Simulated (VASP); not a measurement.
VASP runs on SrTi3 (space group Pm-3m) share one base input (PBE GGA, plane waves, VASP's PBE PAW potentials (set 64)) and change the settings named in each case.

### POSCAR
```
SrTi3
1
    4.6330590000     0.0000000000     0.0000000000
    0.0000000000     4.6330590000     0.0000000000
    0.0000000000     0.0000000000     4.6330590000
Ti Sr
3 1
Direct
  0.0000000000   0.5000000000   0.5000000000
  0.5000000000   0.5000000000   0.0000000000
  0.5000000000   0.0000000000   0.5000000000
  0.0000000000   0.0000000000   0.0000000000
```

**INCAR**
```
! general
SYSTEM   =  SrTi3
PREC     =  Accurate
ENCUT    =  300
LREAL    =  .FALSE.
LASPH    =  .TRUE.

! electronic loop
EDIFF    =  1E-6
NELM     =  100
ALGO     =  Normal
LMAXMIX  =  4

! smearing
ISMEAR   =  -1
SIGMA    =  0.1

! functional
GGA      =  PE

! ions
ISIF     =  2

! output
LWAVE    =  .FALSE.
LCHARG   =  .FALSE.
```

KPOINTS:
```
kpoints
0
Gamma
 7 7 7
```

POTCAR, in this order: Ti_sv Sr_sv (PBE.64 set). Program: vasp_std.

| change | E(σ→0) (eV/atom) | pressure (GPa) | −TS (eV) |
|---|---|---|---|
| base run | -5.4571 | -5.82 | -0.2435 |
| GGA = PS | -5.8309 | ? | ? |
| GGA_COMPAT = .FALSE., LNONCOLLINEAR = .TRUE., LSORBIT = .TRUE., MAGMOM = 0.0 0.0 0.0 0.0 0.0 0.0 0.0 0.0 0.0 0.0 0.0 0.0, program vasp_ncl | -5.4835 | ? | ? |
| KPOINTS 5×5×5 Γ-centred mesh | -5.4575 | -5.81 | -0.2410 |

Fill in the missing entries.

- GGA_COMPAT = .FALSE., LNONCOLLINEAR = .TRUE., LSORBIT = .TRUE., MAGMOM = 0.0 0.0 0.0 0.0 0.0 0.0 0.0 0.0 0.0 0.0 0.0 0.0, program vasp_ncl, pressure (GPa): -5.83
- GGA_COMPAT = .FALSE., LNONCOLLINEAR = .TRUE., LSORBIT = .TRUE., MAGMOM = 0.0 0.0 0.0 0.0 0.0 0.0 0.0 0.0 0.0 0.0 0.0 0.0, program vasp_ncl, −TS (eV): -0.2436
- GGA = PS, pressure (GPa): -8.26
- GGA = PS, −TS (eV): -0.2471

Energies of different potentials or functionals have different zeros.  At 300 eV the pressure can carry a Pulay error.

Left out are runs that ran out of time, are held back, or changed the cell or the kind of run, fixed moments of cells without a moment, rows past the twelfth, gaps on odd meshes, pressures of charged cells and columns that move by less than the noise.

The structure was generated: SrTi3 was put into an ordered model structure, which need not be its known phase. The cell was not relaxed at this level, its lattice was scaled by up to 2.5 %.
